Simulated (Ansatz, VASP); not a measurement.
**One calculation of CsLiCr2Te2S3, two programs**

```xyz
9
Lattice="3.3754 -5.1107 0.0077 3.3754 5.1107 0.0077 -2.8649 0.0000 7.3305" Properties=species:S:1:pos:R:3 pbc="T T T"
Cs    0.6084    0.0000    0.0640
Li    2.3892    0.0000    4.0655
Cr    0.1704    2.1009    4.0937
Cr    0.1704   -2.1009    4.0937
Te    4.0234    1.5777    2.1395
Te    4.0234   -1.5777    2.1395
S     1.9778   -2.1186    5.3860
S     1.9778    2.1186    5.3860
S     0.0592    0.0000    3.5491
```

Change from the starting cell: volume scaled by 0.96.

Alike in both runs: task single point; functional PBE; k mesh 5 × 5 × 4; occupations fermi-dirac, width 0.05 eV; collinear spin, ferromagnetic start.

|  | VASP | Ansatz |
| --- | --- | --- |
| version | VASP 6.6.1 | Ansatz 0.2.0 |
| potentials or method | VASP PAW PBE potentials, release 64 (Cs_sv, Li_sv, Cr_pv, Te, S) | Ansatz PAW |
| plane-wave cutoff (eV) | 520 | 420 |
| valence electrons in the cell | 66 | 90 |

Ansatz gave:

```
gap on the k mesh at the Fermi level (eV)                     : none
rms of the force components (eV/Å)                            : 0.143
net moment per atom (μB)                                      : 0.44
size of the moment on the site where the two differ most (μB) : 1.92
```

Problem. Which values does VASP return?

Solution. gap on the k mesh at the Fermi level (eV): none; rms of the force components (eV/Å): 0.143; net moment per atom (μB): 0.44; size of the moment on the site where the two differ most (μB): 2.18.

Site moments also hang on the region over which each program counts them. Atom by atom the forces differ by 0.004 eV/Å (rms over components). A gap of «none» marks a metal or a gap that the smearing closes. With one functional, cell and mesh, what is left measures potentials, basis and numerics. The two sets of potentials don't hold the same shells in valence.

Caveats: only a ferromagnetic start was run, and an antiferromagnetic order may lie lower in energy. The runs have no spin-orbit coupling, so splittings on Cs, Te are missing.
